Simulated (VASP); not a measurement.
These are PBEsol GGA with spin-orbit coupling, VASP's PBE PAW potentials (set 64) (plane waves; VASP) values and carry that method's errors.

VASP input:

**POSCAR**
```
SrTe
1.0
  0.0000000000   3.3072879434   3.3072879434
  3.3072879434   0.0000000000   3.3072879434
  3.3072879434   3.3072879434   0.0000000000
Sr Te
1 1
Cart
  0.0000000000   0.0000000000   0.0000000000
  3.3072879434   3.3072879434   3.3072879434
```

KPOINTS:
```
Automatic mesh
0
Gamma
6 6 6
0 0 0
```

KPOINTS_OPT:
```
k-points along high-symmetry lines
8
Line-mode
Reciprocal
  0.000000   0.000000   0.000000 ! GAMMA
  0.500000   0.000000   0.500000 ! X

  0.500000   0.000000   0.500000 ! X
  0.625000   0.250000   0.625000 ! U

  0.375000   0.375000   0.750000 ! K
  0.000000   0.000000   0.000000 ! GAMMA

  0.000000   0.000000   0.000000 ! GAMMA
  0.500000   0.500000   0.500000 ! L

  0.500000   0.500000   0.500000 ! L
  0.500000   0.250000   0.750000 ! W

  0.500000   0.250000   0.750000 ! W
  0.500000   0.000000   0.500000 ! X
```

### INCAR
```
# general
SYSTEM     = SrTe
PREC       = Accurate
ENCUT      = 400   # plane-wave cut-off (eV)
LREAL      = F   # projection in real space or not
LASPH      = T   # aspherical one-centre terms

# electronic loop
EDIFF      = 1E-6   # SCF stop (eV)
NELM       = 100   # most electronic steps
ALGO       = Normal   # blocked Davidson
LMAXMIX    = 4   # l cut-off of mixed one-centre charges

# smearing
ISMEAR     = 0
SIGMA      = 0.05

# functional
GGA        = PS   # PBEsol
GGA_COMPAT = F

# spin
MAGMOM     = 0 0 0 0 0 0
LSORBIT    = T

# output
LWAVE      = F
LCHARG     = F
```

POTCAR, in this order: Sr_sv Te (PBE.64 set). Program: vasp_ncl.

What will the output report for the number of irreducible k-points (NKPTS), number of bands (NBANDS), largest plane-wave count, number of space-group operations, FFT grid (NGX, NGY, NGZ)?

```json
{
 "number of irreducible k-points (NKPTS)": "16",
 "number of bands (NBANDS)": "24",
 "largest_plane_wave_count": "2726",
 "number_of_space_group_operations": "48",
 "FFT grid (NGX, NGY, NGZ)": "32 × 32 × 32"
}
```

The compound is SrTe in the rock salt structure. It was relaxed first.
